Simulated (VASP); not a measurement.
A cell of P (black) near equilibrium:

```
CELL_PARAMETERS angstrom
      1.64996    -5.48369     0.00000
      1.64996     5.48369     0.00000
      0.00000     0.00000     4.53617
ATOMIC_POSITIONS crystal
  P  0.09548 0.90452 0.91145
  P  0.40452 0.59548 0.41145
  P  0.59548 0.40452 0.58855
  P  0.90452 0.09548 0.08855
```

Method: r2SCAN meta-GGA, VASP's PBE PAW potentials (set 64) (plane waves; VASP).

```json
[
 {"run": "as it is", "ΔE (meV/atom)": "0.0", "σxx": "-0.10", "σyy": "0.11", "σzz": "-0.10", "largest shear component, with its sign (GPa)": "0.00", "largest force (eV/Å)": "0.029", "gap (eV)": "0.27"},
 {"run": "after one change", "ΔE (meV/atom)": "3.0", "σxx": "-0.08", "σyy": "0.19", "σzz": "-0.08", "largest shear component, with its sign (GPa)": "-1.56", "largest force (eV/Å)": "0.226", "gap (eV)": "0.27"}
]
```
Stress is in GPa, positive when the cell is compressed; gaps are those on the k-mesh, and 0.00 means metallic.

### Question
What was changed between the two runs?
A. shear strain γ_yz = +3.0 %
B. atom 2 (P) moved by -0.050 Å along z
C. biaxial strain of -2.0 % in the yz plane
D. isotropic strain of -1.0 %

### Answer
A, shear strain γ_yz = +3.0 %

The compound is P in the black structure.
